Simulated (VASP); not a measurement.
A run of VASP 6.6.1 is set up as follows.

The input POSCAR:

```
Ba2CeCu3O7
1.0
    3.8633615700      0.0000000000      0.0000000000
    0.0000000000      3.9195559500      0.0000000000
    0.0000000000      0.0000000000     11.7747245300
Cu O Ce Ba
3 7 1 2
Direct
    0.0000000000      0.0000000000      0.0000000000
    0.0000000000      0.0000000000      0.3500000000
    0.0000000000      0.0000000000      0.6500000000
    0.0000000000      0.5000000000      0.0000000000
    0.5000000000      0.0000000000      0.3610000000
    0.5000000000      0.0000000000      0.6390000000
    0.0000000000      0.5000000000      0.3570000000
    0.0000000000      0.5000000000      0.6430000000
    0.0000000000      0.0000000000      0.1660000000
    0.0000000000      0.0000000000      0.8340000000
    0.5000000000      0.5000000000      0.5000000000
    0.5000000000      0.5000000000      0.1824000000
    0.5000000000      0.5000000000      0.8176000000
```

INCAR.step1

```
SYSTEM = Ba2CeCu3O7
PREC = Accurate ; ENCUT = 520
ISMEAR = 0 ; SIGMA = 0.0752
LREAL = .FALSE. ; LASPH = .TRUE.
NELM = 100 ; NBANDS = 66
GGA = PE ; ALGO = Normal
EDIFF = 1E-4 ; LWAVE = .TRUE.
LCHARG = .FALSE.
```

Contents of INCAR.step2:

```
SYSTEM = Ba2CeCu3O7
PREC = Accurate ; ENCUT = 520
EDIFF = 1E-7 ; ISMEAR = 0
SIGMA = 0.0752 ; LREAL = .FALSE.
LASPH = .TRUE. ; NELM = 100
ALGO = Normal ; ISIF = 2
LWAVE = .FALSE. ; LCHARG = .FALSE.
METAGGA = R2SCAN ; LMIXTAU = .TRUE.
NBANDS = 66 ; ISTART = 1
```

Contents of KPOINTS:

```
regular mesh
0
G
  5 5 2
  0 0 0
```

Potentials or basis: VASP PAW PBE potentials, release 64 (Cu, O, Ce, Ba_sv).

The run is started by

```console
$ cat potpaw_PBE.64/Cu/POTCAR potpaw_PBE.64/O/POTCAR potpaw_PBE.64/Ce/POTCAR potpaw_PBE.64/Ba_sv/POTCAR > POTCAR
$ cp INCAR.step1 INCAR
$ mpirun -np 1 vasp_std > vasp.out
$ cp INCAR.step2 INCAR
$ mpirun -np 1 vasp_std > vasp.out
```

(1) What does it give for the pressure?

(2) Estimate the band gap on the k mesh.

(3) Estimate the largest force.

Results:

(1) -2.8 GPa.

(2) none (metal or under the smearing width).

(3) 2.199 eV/Å.

Caveat: the PAW data sets were made with another functional, which shifts forces and pressure a little; an odd number of electrons without spin polarisation forces a metal; a magnetic or distorted state may lie lower; the run has no spin polarisation, though such a crystal can be magnetic; without U or exact exchange the open f shell lies at the Fermi level, which spoils levels, moments and volumes.
